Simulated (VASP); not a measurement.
```yaml
crystal:
  lattice:
    - [4.06497, 0.00000, 0.00000]
    - [0.00000, 4.06497, 0.00000]
    - [0.00000, 0.00000, 7.36739]
  atoms:
    - { symbol: Ba, position: [0.50000, 0.50000, 0.50000] }
    - { symbol: Ti, position: [0.00000, 0.50000, 0.00000] }
    - { symbol: Ti, position: [0.50000, 0.00000, 0.00000] }
    - { symbol: As, position: [0.00000, 0.00000, 0.24300] }
    - { symbol: As, position: [0.00000, 0.00000, 0.75700] }
    - { symbol: O, position: [0.50000, 0.50000, 0.00000] }
```

Calculation: LDA (Ceperley-Alder, Perdew-Zunger), VASP's LDA PAW potentials (set 64) (plane waves; VASP). Numerical set-up: 400 eV cut-off, 6×6×3 Γ-centred mesh, Fermi-Dirac smearing of 0.10 eV, potentials Ba_sv Ti_sv As O.

At this cut-off the stress carries a Pulay error, which pulls relaxed volumes low.

Q: Give the force on each atom (eV/Å).

A: 
```
atom     Fx     Fy      Fz
----  -----  -----  ------
Ba1   0.000  0.000   0.000
Ti2   0.000  0.000   0.000
Ti3   0.000  0.000   0.000
As4   0.000  0.000  -0.363
As5   0.000  0.000   0.363
O6    0.000  0.000   0.000
```

Q: Give the stress tensor in GPa (positive for a compressed cell).

A: 
```
-8.16   0.00   0.00
 0.00  -8.16   0.00
 0.00   0.00  -6.05
```
The pressure is its mean diagonal, -7.46 GPa.

The structure comes from a computed database's BaTi2As2O entry (P4/mmm); how it stands against other phases isn't given here. The cell was not relaxed at this level.
